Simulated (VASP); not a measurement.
Output of a VASP run:

OUTCAR:
```
 ion  position               nearest neighbor table
   1  0.351  0.649  0.646-   4 2.42   4 2.42   3 2.49   3 2.49   2 2.52   2 3.02   2 3.02
   2  0.649  0.351  0.354-   3 2.42   3 2.42   4 2.49   4 2.49   1 2.52   1 3.02   1 3.02
   3  0.851  0.149  0.854-   2 2.42   2 2.42   1 2.49   1 2.49   4 2.52   4 3.02   4 3.02
   4  0.149  0.851  0.146-   1 2.42   1 2.42   2 2.49   2 2.49   3 2.52   3 3.02   3 3.02
  LATTYP: Found a base centered orthorhombic cell.
 ALAT       =     4.7204137202
 B/A-ratio  =     1.6195794518
 C/A-ratio  =     0.7898214164
 Subroutine PRICEL returns:
 Original cell was already a primitive cell.
 Subroutine GETGRP returns: Found  8 space group operations
The static configuration has the point symmetry C_2h.
 The point group associated with its full space group is D_2h.
The dynamic configuration has the point symmetry C_2h.
 Subroutine INISYM returns: Found  8 space group operations
 Subroutine IBZKPT returns following result:
 Found    125 irreducible k-points:

 Following reciprocal coordinates:
            Coordinates               Weight
  0.000000  0.000000  0.000000      1.000000
  0.111111  0.000000  0.000000      4.000000
  0.222222  0.000000  0.000000      4.000000
  0.333333  0.000000  0.000000      4.000000
  0.444444  0.000000  0.000000      4.000000
  0.111111  0.111111  0.000000      2.000000
  0.222222  0.111111  0.000000      4.000000
  0.333333  0.111111  0.000000      4.000000
  0.444444  0.111111  0.000000      4.000000
 -0.444444  0.111111  0.000000      4.000000
 -0.333333  0.111111  0.000000      4.000000
 -0.222222  0.111111  0.000000      4.000000
 -0.111111  0.111111  0.000000      2.000000
  0.222222  0.222222  0.000000      2.000000
  0.333333  0.222222  0.000000      4.000000
  0.444444  0.222222  0.000000      4.000000
 -0.444444  0.222222  0.000000      4.000000
 -0.333333  0.222222  0.000000      4.000000
 -0.222222  0.222222  0.000000      2.000000
  0.333333  0.333333  0.000000      2.000000
  0.444444  0.333333  0.000000      4.000000
 -0.444444  0.333333  0.000000      4.000000
 -0.333333  0.333333  0.000000      2.000000
  0.444444  0.444444  0.000000      2.000000
 -0.444444  0.444444  0.000000      2.000000
  0.000000  0.000000  0.111111      2.000000
  0.111111  0.000000  0.111111      8.000000
  0.222222  0.000000  0.111111      8.000000
  0.333333  0.000000  0.111111      8.000000
  0.444444  0.000000  0.111111      8.000000
  0.111111  0.111111  0.111111      4.000000
  0.222222  0.111111  0.111111      8.000000
  0.333333  0.111111  0.111111      8.000000
  0.444444  0.111111  0.111111      8.000000
 -0.444444  0.111111  0.111111      8.000000
 -0.333333  0.111111  0.111111      8.000000
 -0.222222  0.111111  0.111111      8.000000
 -0.111111  0.111111  0.111111      4.000000
  0.222222  0.222222  0.111111      4.000000
  0.333333  0.222222  0.111111      8.000000
   k-points           NKPTS =    125   k-points in BZ     NKDIM =    125   number of bands    NBANDS=     12
   number of dos      NEDOS =    601   number of ions     NIONS =      4
   total plane-waves  NPLWV =  21600
   dimension x,y,z NGX =    30 NGY =   30 NGZ =   24
   dimension x,y,z NGXF=    60 NGYF=   60 NGZF=   48
   ions per type =               4
   PREC   = accura    normal or accurate (medium, high low for compatibility)
   ISTART =      0    job   : 0-new  1-cont  2-samecut
   ICHARG =      2    charge: 1-file 2-atom 10-const
   ISPIN  =      1    spin polarized calculation?
   LNONCOLLINEAR =      F non collinear calculations
   LSORBIT =      F    spin-orbit coupling
   INIWAV =      1    electr: 0-lowe 1-rand  2-diag
   ENCUT  =  400.0 eV  29.40 Ry    5.42 a.u.   7.33  7.33  6.08*2*pi/ulx,y,z
   NELM   =    100;   NELMIN=  2; NELMDL= -5     # of ELM steps
   EDIFF  = 0.1E-06   stopping-criterion for ELM
   LREAL  =      F    real-space projection
   NLSPLINE    = F    spline interpolate recip. space projectors
   LMAXMIX     =    2 max onsite mixed and CHGCAR
...
```

**OSZICAR**
```
       N       E                     dE             d eps       ncg     rms          rms(c)
DAV:   1     0.718268869045E+01    0.71827E+01   -0.55140E+03  3008   0.932E+02
DAV:   2    -0.336318124609E+02   -0.40815E+02   -0.37441E+02  3804   0.131E+02
DAV:   3    -0.354587825647E+02   -0.18270E+01   -0.17574E+01  4020   0.257E+01
DAV:   4    -0.354857299763E+02   -0.26947E-01   -0.27105E-01  3516   0.356E+00
DAV:   5    -0.354861345864E+02   -0.40461E-03   -0.41874E-03  3952   0.396E-01    0.760E+00
DAV:   6    -0.331822196304E+02    0.23039E+01   -0.29981E-01  3428   0.423E+00    0.508E+00
DAV:   7    -0.332260282611E+02   -0.43809E-01   -0.19966E-01  3760   0.354E+00    0.376E-01
DAV:   8    -0.330274524265E+02    0.19858E+00   -0.26002E-01  3268   0.446E+00    0.532E-01
DAV:   9    -0.332201187906E+02   -0.19267E+00   -0.97928E-02  3060   0.262E+00    0.380E-01
DAV:  10    -0.332356201686E+02   -0.15501E-01   -0.13310E-02  3456   0.104E+00    0.129E-01
DAV:  11    -0.332352110050E+02    0.40916E-03   -0.22526E-03  3436   0.468E-01    0.480E-02
DAV:  12    -0.332353475132E+02   -0.13651E-03   -0.50324E-04  3356   0.242E-01    0.289E-02
DAV:  13    -0.332353485905E+02   -0.10772E-05   -0.71759E-05  3648   0.802E-02    0.546E-03
DAV:  14    -0.332353668885E+02   -0.18298E-04   -0.39877E-06  3488   0.225E-02    0.399E-03
DAV:  15    -0.332353701692E+02   -0.32807E-05   -0.32935E-06  3504   0.168E-02    0.758E-04
DAV:  16    -0.332353719377E+02   -0.17685E-05   -0.40673E-07  3384   0.639E-03    0.535E-04
DAV:  17    -0.332353724340E+02   -0.49634E-06   -0.38686E-08  1752   0.223E-03    0.223E-04
DAV:  18    -0.332353715874E+02    0.84664E-06   -0.14947E-08  1724   0.136E-03    0.145E-04
DAV:  19    -0.332353713127E+02    0.27470E-06   -0.60743E-09  1648   0.788E-04    0.649E-05
DAV:  20    -0.332353712690E+02    0.43683E-07   -0.58975E-10  1616   0.267E-04
   1 F= -.33235371E+02 E0= -.33235371E+02  d E =0.000000E+00
       N       E                     dE             ncg
```

**OUTCAR**
```
------------------------ aborting loop because EDIFF is reached ----------------------------------------
  FORCE on cell =-STRESS in cart. coord.  units (eV):
  Direction    XX          YY          ZZ          XY          YZ          ZX
  --------------------------------------------------------------------------------------
  Total       -0.3635248     -0.1571473      0.3199445      0.0000000      0.0000000      0.0000000
  in kB       -8.6577137     -3.7426242      7.6198063      0.0000000      0.0000000      0.0000000
  external PRESSURE =      -1.5935105 kB  Pullay stress =       0.0000000 kB
  volume of cell :       67.27
      direct lattice vectors                 reciprocal lattice vectors
     2.360206860 -3.822542533  0.000000000     0.211845838 -0.130802992  0.000000000
     2.360206860  3.822542533  0.000000000     0.211845838  0.130802992  0.000000000
     0.000000000  0.000000000  3.728283850     0.000000000  0.000000000  0.268219921
 POSITION                                       TOTAL-FORCE (eV/Angst)
 -----------------------------------------------------------------------------------
      2.36021      1.13658      2.40707         0.000000      0.057369      0.037297
      2.36021     -1.13658      1.32122         0.000000     -0.057369     -0.037297
      2.36021     -2.68596      3.18536         0.000000      0.057369     -0.037297
      2.36021      2.68596      0.54292         0.000000     -0.057369      0.037297
 -----------------------------------------------------------------------------------
    total drift:                               -0.000000     -0.000000     -0.000000
  FREE ENERGIE OF THE ION-ELECTRON SYSTEM (eV)
  ---------------------------------------------------
  free  energy   TOTEN  =       -33.2353712690 eV

  energy  without entropy=      -33.2353712690  energy(sigma->0) =      -33.23537127

 total charge

# of ion       s       p       d       tot
------------------------------------------
    1        0.783   0.853   0.000   1.636
    2        0.783   0.853   0.000   1.636
    3        0.783   0.853   0.000   1.636
    4        0.783   0.853   0.000   1.636
--------------------------------------------------
tot          3.134   3.411   0.000   6.545

 Electric field gradients after diagonalization (V/A^2)
 (convention: |V_zz| > |V_xx| > |V_yy|)
----------------------------------------------------------------------
 ion       V_xx      V_yy      V_zz     asymmetry (V_yy - V_xx)/ V_zz
----------------------------------------------------------------------
   1      14.161     4.654   -18.815       0.505
   2      14.161     4.654   -18.815       0.505
   3      14.161     4.654   -18.815       0.505
   4      14.161     4.654   -18.815       0.505
```
(Selected blocks of OUTCAR.)

File POSCAR:
```
Si
1
    2.3602068601    -3.8225425326     0.0000000000
    2.3602068601     3.8225425326     0.0000000000
    0.0000000000     0.0000000000     3.7282838503
Si
4
Direct
  0.3513318805   0.6486681195   0.6456228001
  0.6486681195   0.3513318805   0.3543771999
  0.8513318805   0.1486681195   0.8543771999
  0.1486681195   0.8513318805   0.1456228001
```

Q: Reconstruct the remaining input files.

A: One answer among several that fit: the input of the run itself, r2SCAN meta-GGA, plane waves, VASP's PBE PAW potentials (set 64).

### INCAR
```
SYSTEM = Si
PREC = Accurate; ENCUT = 400; LREAL = F
LASPH = T
EDIFF = 1E-7; NELM = 100; ALGO = Normal
LMIXTAU = T
ISMEAR = -5
METAGGA = R2SCAN
ISIF = 2
LWAVE = F; LCHARG = F; LORBIT = 11
NEDOS = 601
LEFG = T
```

KPOINTS:
```
Regular mesh
0
Gamma
9 9 9
```

KPOINTS_OPT:
```
k-points along high-symmetry lines
5
Line-mode
Reciprocal
  0.000000   0.000000   0.000000 ! GAMMA
 -0.500000   0.500000   0.000000 ! Y

 -0.500000   0.500000   0.000000 ! Y
 -0.275002   0.724998   0.000000 ! C_0

  0.275002   0.275002   0.000000 ! SIGMA_0
  0.000000   0.000000   0.000000 ! GAMMA

  0.000000   0.000000   0.000000 ! GAMMA
  0.000000   0.000000   0.500000 ! Z

  0.000000   0.000000   0.500000 ! Z
  0.275002   0.275002   0.500000 ! A_0

 -0.275002   0.724998   0.500000 ! E_0
 -0.500000   0.500000   0.500000 ! T

 -0.500000   0.500000   0.500000 ! T
 -0.500000   0.500000   0.000000 ! Y

  0.000000   0.000000   0.000000 ! GAMMA
  0.000000   0.500000   0.000000 ! S

  0.000000   0.500000   0.000000 ! S
  0.000000   0.500000   0.500000 ! R

  0.000000   0.500000   0.500000 ! R
  0.000000   0.000000   0.500000 ! Z

  0.000000   0.000000   0.500000 ! Z
 -0.500000   0.500000   0.500000 ! T
```

POTCAR, in this order: Si (PBE.64 set). Program: vasp_std.

For a metal the tetrahedron method with Blöchl corrections gives inexact stress and forces.

The structure was generated: Si was put into the black-P type (Cmce), which need not be its known phase. It was relaxed first, which changed the volume by -11 %.
